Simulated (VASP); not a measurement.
Calculation: PBE GGA, VASP's PBE PAW potentials (set 64) (plane waves; VASP 6.6.1).

VASP ran on this input.

INCAR:
```
# general
SYSTEM =Hf16Si
PREC   =Normal
ENCUT  =400
LREAL  =.FALSE.   # projection in real space or not
LASPH  =.TRUE.

# electronic loop
EDIFF  =1E-6   # SCF stop (eV)
NELM   =100
NELMIN =4
ALGO   =Normal   # blocked Davidson
LMAXMIX=6   # l cut-off of mixed one-centre charges

# smearing
ISMEAR =1   # Methfessel-Paxton
SIGMA  =0.1

# functional
GGA    =PE

# output
LWAVE  =.FALSE.
LCHARG =.FALSE.
LORBIT =11   # lm-projected
LVHAR  =.TRUE.

# other
LDIPOL =.TRUE.
IDIPOL =3
DIPOL  =0.5 0.5 0.5
```

KPOINTS:
```
kpoints
0
Gamma
  5 5 1
0 0 0
```

POSCAR:
```
Hf16Si
6.3898050
  0.9999999330   0.0000000000   0.0000000000
  0.4999999665   0.8660253338   0.0000000000
  0.0000000000   0.0000000000   3.3708334300
Hf Si
16 1
Cart
  0.9999994330   0.2889029919   1.1094662308
  0.4999994665   0.2886748226   1.1105294456
  1.2498018159   0.7215734049   1.1094662308
  0.7501970501   0.7215734049   1.1094662308
  0.9999999330   0.0000000000   1.4771526374
  0.9999999330   0.8641977351   1.4745867051
  1.2484171693   0.4339264663   1.4745867051
  0.7515826967   0.4339264663   1.4745867051
  0.9999994330   0.2841554074   1.8927481824
  0.4999994665   0.2886748226   1.8762411508
  1.2539133447   0.7239471971   1.8927481824
  0.7460855213   0.7239471971   1.8927481824
  0.9999999330   0.0000000000   2.2796973214
  0.4999999666   0.0053684627   2.2579786132
  0.2546492084   0.4303284356   2.2579786132
  0.7453507247   0.4303284356   2.2579786132
  0.4999994665   0.2886748226   2.5639801918
```

POTCAR, in this order: Hf Si (PBE.64 set). Program: vasp_std. Read from the step before: WAVECAR.

What VASP printed:

### OSZICAR
```
       N       E                     dE             d eps       ncg     rms          rms(c)
DAV:   1    -0.157532061943E+03   -0.15753E+03   -0.26876E-03   780   0.119E-01    0.738E-02
DAV:   2    -0.157546020606E+03   -0.13959E-01   -0.10547E-01   820   0.723E-01    0.428E-01
DAV:   3    -0.157532234566E+03    0.13786E-01   -0.10314E-01   812   0.686E-01    0.106E-01
DAV:   4    -0.157531564058E+03    0.67051E-03   -0.69030E-03   708   0.173E-01    0.229E-02
DAV:   5    -0.157531610193E+03   -0.46135E-04   -0.55617E-04   740   0.614E-02    0.649E-03
DAV:   6    -0.157531612694E+03   -0.25004E-05   -0.38627E-05   700   0.145E-02    0.401E-03
DAV:   7    -0.157531612987E+03   -0.29312E-06   -0.58700E-06   452   0.681E-03
   1 F= -.15753161E+03 E0= -.15753223E+03  d E =0.185163E-02
```

**OUTCAR**
```
------------------------ aborting loop because EDIFF is reached ----------------------------------------
  FORCE on cell =-STRESS in cart. coord.  units (eV):
  Direction    XX          YY          ZZ          XY          YZ          ZX
  --------------------------------------------------------------------------------------
  Total       -3.2929828     -3.2929827      0.1439323     -0.0000000      0.0000000     -0.0000000
  in kB       -6.9273858     -6.9273856      0.3027877     -0.0000000      0.0000000     -0.0000000
  external PRESSURE =      -4.5173279 kB  Pullay stress =       0.0000000 kB
  volume of cell :      761.61
      direct lattice vectors                 reciprocal lattice vectors
     6.389804572  0.000000000  0.000000000     0.156499309 -0.090354919  0.000000000
     3.194902286  5.533733008  0.000000000     0.000000000  0.180709839  0.000000000
     0.000000000  0.000000000 21.538968305     0.000000000  0.000000000  0.046427479
 POSITION                                       TOTAL-FORCE (eV/Angst)
 -----------------------------------------------------------------------------------
      6.38980      1.84603      7.08927        -0.000000     -0.011703      0.005576
      3.19490      1.84458      7.09607        -0.000000      0.000000     -0.013772
      7.98599      4.61071      7.08927         0.010135      0.005852      0.005576
      4.79361      4.61071      7.08927        -0.010135      0.005852      0.005576
      0.00000      0.00000      9.43872        -0.000000      0.000000      0.015009
      6.38980      5.52206      9.42232         0.000000      0.005133     -0.015190
      7.97714      2.77271      9.42232         0.004446     -0.002567     -0.015190
      4.80247      2.77271      9.42232        -0.004446     -0.002567     -0.015190
      6.38980      1.81570     12.09429        -0.000000     -0.023925     -0.011793
      3.19490      1.84458     11.98882        -0.000000      0.000000     -0.006740
      8.01226      4.62588     12.09429         0.020720      0.011962     -0.011793
      4.76734      4.62588     12.09429        -0.020720      0.011962     -0.011793
      0.00000      0.00000     14.56682        -0.000000      0.000000      0.013656
      3.19490      0.03430     14.42804        -0.000000     -0.006069      0.024948
      1.62716      2.74971     14.42804        -0.005256      0.003035      0.024948
      4.76265      2.74971     14.42804         0.005256      0.003035      0.024948
      3.19490      1.84458     16.38333        -0.000000      0.000000     -0.018774
 -----------------------------------------------------------------------------------
    total drift:                                0.000260      0.000150      0.001291
  FREE ENERGIE OF THE ION-ELECTRON SYSTEM (eV)
  ---------------------------------------------------
  free  energy   TOTEN  =      -157.5316129866 eV

  energy  without entropy=     -157.5334646202  energy(sigma->0) =     -157.53223020

 total charge

# of ion       s       p       d       tot
------------------------------------------
    1        0.655   0.374   1.959   2.988
    2        0.656   0.375   1.955   2.987
    3        0.655   0.374   1.959   2.988
    4        0.655   0.374   1.959   2.988
    5        0.622   0.497   2.012   3.130
    6        0.626   0.500   2.021   3.148
    7        0.626   0.500   2.021   3.148
    8        0.626   0.500   2.021   3.148
    9        0.618   0.488   1.988   3.095
   10        0.622   0.508   1.995   3.124
   11        0.618   0.488   1.988   3.095
   12        0.618   0.488   1.988   3.095
   13        0.627   0.365   1.879   2.870
   14        0.624   0.461   2.003   3.088
   15        0.624   0.461   2.003   3.088
   16        0.624   0.461   2.003   3.088
   17        0.852   0.777   0.000   1.629
--------------------------------------------------
tot         10.948   7.994  31.753  50.696
```
(Selected blocks of OUTCAR.)

The cell is a thin slab with vacuum, built from Hf (hcp): (001) face, Si adsorbed.
